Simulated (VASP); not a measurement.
VASP input:

**INCAR**
```
SYSTEM = CaSe
PREC = Accurate
ENCUT = 400
EDIFF = 1E-6
NELM = 100
ALGO = Normal
LREAL = .FALSE.
LASPH = .TRUE.
ISMEAR = 0
SIGMA = 0.05
GGA = PE
LMAXMIX = 4
LWAVE = .FALSE.
LCHARG = .FALSE.
IBRION = 2
ISIF = 3
NSW = 60
EDIFFG = -0.01
```

File KPOINTS:
```
Automatic mesh
0
Gamma
6 6 6
0 0 0
```

POSCAR:
```
CaSe
1
    0.0000000000     3.2975089015     3.2975089015
    3.2975089015     0.0000000000     3.2975089015
    3.2975089015     3.2975089015    -0.0000000000
Ca Se
1 1
Direct
  0.0000000000   0.0000000000   0.0000000000
  0.2500000000   0.2500000000   0.2500000000
```

POTCAR, in this order: Ca_sv Se (PBE.64 set). Program: vasp_std.

Question: Translate this PBE calculation to Ansatz.

Answer: One equivalent input (not run):
Ansatz 0.2 input:
```yaml
crystal:
  lattice:
    - [0.0000000, 3.2975089, 3.2975089]
    - [3.2975089, 0.0000000, 3.2975089]
    - [3.2975089, 3.2975089, 0.0000000]
  atoms:
    - { symbol: Ca, position: [0.0000000, 0.0000000, 0.0000000] }
    - { symbol: Se, position: [0.2500000, 0.2500000, 0.2500000] }
kpoints:
  mp_grid: { grid: [6, 6, 6] }
hamiltonian:
  xc: pbe
  pseudopotentials: { kind: paw }
scf:
  occupations: { method: gaussian, width: 0.05 }
  max_iter: 100
relax:
  max_steps: 60
  f_tol: 0.01
  cell: {}
output: { forces: true, stress: true, eigenvalues: true }
```
What does not carry over: each code has its own PAW files, so the cut-off isn't converted (ENCUT is set for VASP's; basis.ecutwfc is left out, and Ansatz then takes the one that its files recommend); Ansatz stops its SCF on the density residual and VASP on the energy change (EDIFF).

The structure was generated: CaSe was put into the zinc blende type (F-43m), which need not be its known phase. It was relaxed first, which changed the volume by -10 %. The start is the result of an earlier pass.
